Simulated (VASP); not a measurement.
A convergence study with VASP on Zr (hcp): one setting is varied, all else stays as given below, so the limit is that of these other settings.

```
CELL_PARAMETERS angstrom
      1.61500    -2.79726     0.00000
      1.61500     2.79726     0.00000
      0.00000     0.00000     5.15000
ATOMIC_POSITIONS crystal
  Zr 0.33333 0.66667 0.25000
  Zr 0.66667 0.33333 0.75000
```

Calculation: LDA (Ceperley-Alder, Perdew-Zunger), VASP's LDA PAW potentials (set 64) (plane waves; VASP). The tightest run used: 550 eV cut-off, 23×23×12 Γ-centred mesh, tetrahedra with Blöchl corrections, potentials Zr_sv.

Q: The settings run are 3×3×2 mesh; 4×4×2 mesh; 5×5×3 mesh; 6×6×3 mesh; 7×7×4 mesh; 8×8×4 mesh; 9×9×5 mesh; 10×10×5 mesh; 11×11×6 mesh; 12×12×6 mesh; 13×13×7 mesh; 14×14×7 mesh; 15×15×8 mesh; 16×16×9 mesh; 17×17×9 mesh; 18×18×10 mesh; 19×19×10 mesh; 20×20×11 mesh; 21×21×11 mesh; 22×22×12 mesh; 23×23×12 mesh. From which on does the energy per atom stay within 0.002 eV/atom of the tightest run?

A: From 9×9×5 mesh on: it is off by 0.0012 there and by no more than 0.002 in any finer run, while 8×8×4 mesh is off by 0.0031.
```
setting        E (eV/atom)  pressure (GPa)  irreducible k-points  difference judged (eV/atom)
-------------  -----------  --------------  --------------------  ---------------------------
3×3×2 mesh         -9.2749           -7.88                     6                       0.0112
4×4×2 mesh         -9.2397           -5.73                     8                       0.0240
5×5×3 mesh         -9.2673           -5.64                    10                       0.0036
6×6×3 mesh         -9.2397           -5.59                    14                       0.0240
7×7×4 mesh         -9.2625           -6.05                    24                       0.0012
8×8×4 mesh         -9.2668           -5.98                    30                       0.0031
9×9×5 mesh         -9.2649           -6.04                    36                       0.0012
10×10×5 mesh       -9.2651           -6.03                    42                       0.0015
11×11×6 mesh       -9.2630           -5.98                    64                       0.0007
12×12×6 mesh       -9.2627           -5.96                    76                       0.0010
13×13×7 mesh       -9.2632           -5.98                    84                       0.0005
14×14×7 mesh       -9.2635           -5.97                    96                       0.0001
15×15×8 mesh       -9.2637           -6.01                   135                       0.0000
16×16×9 mesh       -9.2641           -6.00                   150                       0.0004
17×17×9 mesh       -9.2638           -6.00                   165                       0.0001
18×18×10 mesh      -9.2637           -5.99                   222                       0.0000
19×19×10 mesh      -9.2637           -5.99                   240                       0.0000
20×20×11 mesh      -9.2636           -6.00                   264                       0.0001
21×21×11 mesh      -9.2637           -6.00                   288                       0.0000
22×22×12 mesh      -9.2637           -5.98                   364                       0.0001
23×23×12 mesh      -9.2637           -5.98                   392                       0.0000
```

Left out are rungs that failed or repeat a setting and relaxations that didn't move; long series are thinned to 24 rows.

The compound is Zr in the hcp structure. The cell was not relaxed at this level.
